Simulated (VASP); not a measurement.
Write the native input for VASP 6.6.1 that does the following.

```yaml
Task: relaxation of cell and atoms
Functional: PBE
Potentials_or_basis: VASP PAW PBE potentials, release 64 (Be, Se, S)
Cutoff: 520 eV
k_mesh: 7 × 7 × 7
Occupations: gaussian, width 0.05 eV
Spin: no spin polarisation
Further_INCAR_settings: PREC = Normal; LREAL = Auto; ALGO = Fast; EDIFF = 1e-05; ISYM = 0; IBRION = 2; EDIFFG = -0.03; NSW = 110; ISIF = 3
```

The structure of Be3Se2S lies in POSCAR:

```
Be3Se2S
1.0
   -1.6485374100      1.7735900200      7.4615852600
    3.8669945800     -3.5772618100     15.0647148100
    1.6559727300      1.7960662200     -7.4651335100
Be Se S
6 4 2
Direct
    0.7482537000      0.1318527300      0.5127406300
    0.7665494000      0.6204883900      0.5052621600
    0.0466411700      0.2861130200      0.4609111600
    0.0813937600      0.7825130900      0.4828225700
    0.4162105600      0.4543442600      0.4815925100
    0.4294974700      0.9582600000      0.5070067200
    0.6895369300      0.3327854200      0.0313819500
    0.6957667900      0.8325778400      0.0284278700
    0.3258949100      0.1734363000      0.9951880700
    0.3576333000      0.6761201400      0.0367479200
    0.9909246600      0.0079550500      0.9990180100
    0.9892768700      0.5021354200      0.9916853000
```

The cell was built by a generator and needn't be a form met in nature.

These files were run (other wordings do the same):

INCAR

```
SYSTEM = Be3Se2S
ALGO = Fast
EDIFF = 1E-5
EDIFFG = -0.03
ENCUT = 520
GGA = PE
IBRION = 2
ISIF = 3
ISMEAR = 0
ISYM = 0
KPAR = 4
LASPH = .True.
LCHARG = .False.
LREAL = Auto
LWAVE = .False.
NELM = 80
NSW = 110
PREC = Normal
SIGMA = 0.05
```

KPOINTS

```
k-points
0
Gamma
  7 7 7
  0 0 0
```

Potentials or basis: VASP PAW PBE potentials, release 64 (Be, Se, S).

Command:

```sh
$ cat potpaw_PBE.64/Be/POTCAR potpaw_PBE.64/Se/POTCAR potpaw_PBE.64/S/POTCAR > POTCAR
$ mpirun -np 4 vasp_std > vasp.out
```

Results of the run:

* Relaxed volume: 16.38 Å³/atom
* Relaxed cell: a = 8.026 Å, b = 16.054 Å, c = 8.026 Å, α = 154.13°, β = 154.12°, γ = 36.91°
* Space group after relaxing (to 0.05 Å): I-4m2 (No. 119)
* Energy gained by relaxing: 45.1 meV/atom
* Ionic steps: 12
* Pressure after relaxing: 0.0 GPa
* Largest force after relaxing: 0.020 eV/Å
* Band gap on the k mesh: 2.73 eV

Caveat: an odd mesh through Γ misses points on the zone boundary, where band edges often lie.

It took 36 min on 4 MPI ranks on Intel(R) Xeon(R) 6975P-C (Granite Rapids), on a shared host, peak memory 0.92 GiB a rank.
